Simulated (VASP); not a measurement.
Input:

```
Na
1.0
   -2.08298     2.08298     2.08298
    2.08298    -2.08298     2.08298
    2.08298     2.08298    -2.08298
Na
1
Direct
  0.00000   0.00000   0.00000
```

Calculation: PBE GGA, VASP's PBE PAW potentials (set 64) (plane waves; VASP 6.6.1). Run with 300 eV cut-off, 8×8×8 Γ-centred mesh, Fermi-Dirac smearing of 0.10 eV, potentials Na_pv.

At this cut-off the stress carries a Pulay error, which pulls relaxed volumes low.

**Question.** The ions, cell shape and volume are relaxed. Predict the relaxed structure.

**Answer.** 
```
Na
1.0
   -2.09367     2.09367     2.09367
    2.09367    -2.09367     2.09367
    2.09367     2.09367    -2.09367
Na
1
Direct
  0.00000   0.00000   0.00000
```
Space group Im-3m (229), at a tolerance of 0.03 Å.

**Question.** How do energy and volume change from the first to the last step?

**Answer.** The energy (σ→0) changes by -0.3 meV/atom and the volume by +1.5 %, in 5 ionic steps.

The structure comes from a computed database's Na entry; how it stands against other phases isn't given here. This run relaxes it. Symmetry was kept, so distortions that lower it aren't found. The run is one of a series of settings (EDIFFG = -0.01, IBRION = 2, ISIF = 3, NSW = 50 against the base run), some of them coarse on purpose.
